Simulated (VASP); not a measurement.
A run of VASP 6.6.1:

The input INCAR:

```
SYSTEM = Cs2RuC2NCl3O5
  ALGO = Fast
  EDIFF = 1E-7
  ENCUT = 520
  GGA = CA
  ISIF = 2
  ISMEAR = -1
  LASPH = .TRUE.
  LCHARG = .FALSE.
  LREAL = Auto
  LWAVE = .FALSE.
  NBANDS = 116
  NELM = 80
  PREC = Accurate
  SIGMA = 0.05
```

KPOINTS

```
k-points
0
G
  2 1 1
  0 0 0
```

POSCAR

```
Cs2RuC2NCl3O5
1.0
    6.9866940000      0.0000000000      0.0000000000
    2.8172410000      6.8903710000      0.0000000000
    2.2474760000     -0.3158860000     12.8049140000
Cs Ru C N Cl O
4 2 4 2 6 10
Direct
    0.3416004004      0.8366183501      0.0747447425
    0.6777649906      0.1527229145      0.9010134703
    0.5714059942      0.6710960256      0.6483370369
    0.4449667591      0.3277930801      0.3603069884
    0.1857235724      0.2863621463      0.7130465695
    0.8112924215      0.6986223466      0.2974717362
    0.8957035590      0.5681276256      0.8620518654
    0.0712161959      0.4368689304      0.1253268862
    0.1183479528      0.5617346480      0.8815209536
    0.8621099097      0.4397566698      0.1294346842
    0.1194139200      0.1637153308      0.6326946046
    0.8601403934      0.8346454476      0.3789873169
    0.2082988312      0.0559516294      0.8313995705
    0.7688508434      0.9607681103      0.1714185663
    0.5336934121      0.2008996214      0.6631282334
    0.4567763754      0.8827775812      0.3829389249
    0.1215286884      0.5307627026      0.5807536076
    0.8300562674      0.4376224363      0.4051491482
    0.0836977110      0.0557968713      0.5874307317
    0.8729801525      0.9414561166      0.4320606917
    0.8857384099      0.4583002322      0.7957257659
    0.0858941192      0.5572421183      0.1864752860
    0.2702924153      0.4286571396      0.8262687278
    0.7056299948      0.5758147684      0.1965183054
    0.1466406590      0.6515488757      0.9456369641
    0.8276911372      0.3217167412      0.0796100622
    0.7428324192      0.6909459135      0.9119545824
    0.2315597731      0.3185448622      0.0661386715
```

Potentials or basis: VASP PAW LDA potentials, release 64 (Cs_sv, Ru_pv, C, N, Cl, O).

Launch:

```bash
$ cat potpaw_LDA.64/Cs_sv/POTCAR potpaw_LDA.64/Ru_pv/POTCAR potpaw_LDA.64/C/POTCAR potpaw_LDA.64/N/POTCAR potpaw_LDA.64/Cl/POTCAR potpaw_LDA.64/O/POTCAR > POTCAR
$ mpirun -np 1 vasp_std > vasp.out
```

Hardware: 1 thread of AMD EPYC 9R14 (Zen 4), with other jobs on the host.

**Question.** How long does it take, and how much memory?

**Answer.** It took 3.8 min on 1 thread of AMD EPYC 9R14 (Zen 4), with other jobs on the host, peak memory 0.53 GiB. Counts: scf iterations 21, k points 2.
